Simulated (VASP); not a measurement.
```
NaCl
1.0
    0.00000     2.73868     2.73868
    2.73868     0.00000     2.73868
    2.73868     2.73868     0.00000
Na Cl
1 1
Direct
  0.00000   0.00000   0.00000
  0.50000   0.50000   0.50000
```

All values below come from MS2 meta-GGA, VASP's PBE PAW potentials (set 64) (plane waves; VASP). Run with 520 eV cut-off, 8×8×8 Γ-centred mesh, Gaussian smearing of 0.050 eV, potentials Na_pv Cl.

Problem. Give the stress tensor in GPa (positive for a compressed cell).

Solution. 
```
1.82  0.00  0.00
0.00  1.82  0.00
0.00  0.00  1.82
```
The pressure is its mean diagonal, 1.82 GPa.

The compound is NaCl in the rock salt structure. This cell is one point of a volume scan, at 0.94 of the reference volume.
